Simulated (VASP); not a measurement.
```
CELL_PARAMETERS angstrom
      2.29056    -3.96737     0.00000
      2.29056     3.96737     0.00000
      0.00000     0.00000     7.02883
ATOMIC_POSITIONS crystal
  Pb 0.00000 0.00000 0.00000
  I  0.33333 0.66667 0.26879
  I  0.66667 0.33333 0.73121
```

These are rev-vdW-DF2, VASP's PBE PAW potentials (set 64) (plane waves; VASP) values and carry that method's errors. Run with 520 eV cut-off, 6×6×4 Γ-centred mesh, tetrahedra with Blöchl corrections, potentials Pb_d I.

Unless said otherwise, spin-orbit coupling is left out, though it shifts the bands of the heavy elements here.

Q: Estimate the energy per atom (σ→0), band gap (on the k-mesh) with the smallest direct gap where there is one.

A: 
```
Item                                          Value
-----------------------------------  --------------
band gap (on the k-mesh)                    2.13 eV
smallest direct gap (on the k-mesh)         2.13 eV
energy per atom (σ→0)                -0.761 eV/atom
```

The compound is PbI2 in the 1T layered structure. It was relaxed first.
